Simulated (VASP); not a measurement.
ZrMnSbF, 8 atoms in the cell. Symmetry: P4/nmm, No. 129, tetragonal system. The conventional cell has a = 4.067 Å, b = 4.067 Å, c = 8.962 Å, α = 90.00°, β = 90.00°, γ = 90.00°. Zr (site symmetry 4mm) is surrounded by 4 F at 2.43 Å. F (site symmetry -4m2) has 4 Zr at 2.43 Å as nearest neighbours. Around Mn (site symmetry -4m2) lie 4 Sb at 2.52 Å and 4 Mn at 2.88 Å. Sb (site symmetry 4mm) is surrounded by 4 Mn at 2.52 Å. The cell was built by a generator and needn't be a form met in nature.

```yaml
Program: VASP 6.6.1
Task: single point
Functional: r2SCAN
Potentials_or_basis: VASP PAW PBE potentials, release 64 (Zr_sv, F, Mn_pv, Sb)
Cutoff: 520 eV
k_mesh: 6 × 6 × 3
Occupations: methfessel-paxton, width 0.0101 eV
Spin: no spin polarisation
Dipole_correction: no
Further_INCAR_settings: ALGO = Normal; EDIFF = 1e-07; NBANDS = 47
```

Potentials or basis: VASP PAW PBE potentials, release 64 (Zr_sv, F, Mn_pv, Sb).

The run is started by

```bash
$ cat potpaw_PBE.64/Zr_sv/POTCAR potpaw_PBE.64/F/POTCAR potpaw_PBE.64/Mn_pv/POTCAR potpaw_PBE.64/Sb/POTCAR > POTCAR
$ cp INCAR.step1 INCAR
$ mpirun -np 1 vasp_std > vasp.out
$ cp INCAR.step2 INCAR
$ mpirun -np 1 vasp_std > vasp.out
```

Hardware: 1 thread of Intel(R) Xeon(R) Platinum 8488C (Sapphire Rapids) (shared host).

Task: Estimate the wall time of this run.

Result: Run time: 10 min on 1 thread of Intel(R) Xeon(R) Platinum 8488C (Sapphire Rapids) (shared host), peak memory 0.34 GiB. Counts: scf iterations 17, k points 20.
